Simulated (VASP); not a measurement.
Data:

```
Pd
1.0
    0.00000     2.00402     2.00402
    2.00402     0.00000     2.00402
    2.00402     2.00402     0.00000
Pd
1
Cartesian
  0.00000   0.00000   0.00000
```

Method: revPBE GGA, VASP's PBE PAW potentials (set 64) (plane waves; VASP 6.6.1). Run with 520 eV cut-off, 16×16×16 Γ-centred mesh, first-order Methfessel-Paxton smearing of 0.10 eV, potentials Pd.

Q: Give the stress tensor in GPa (positive for a compressed cell).

A: 
```
-4.36   0.00   0.00
 0.00  -4.36   0.00
 0.00   0.00  -4.36
```
The pressure is its mean diagonal, -4.36 GPa.

The compound is Pd in the fcc structure. This cell is one point of a volume scan, at 1.03 of the reference volume.
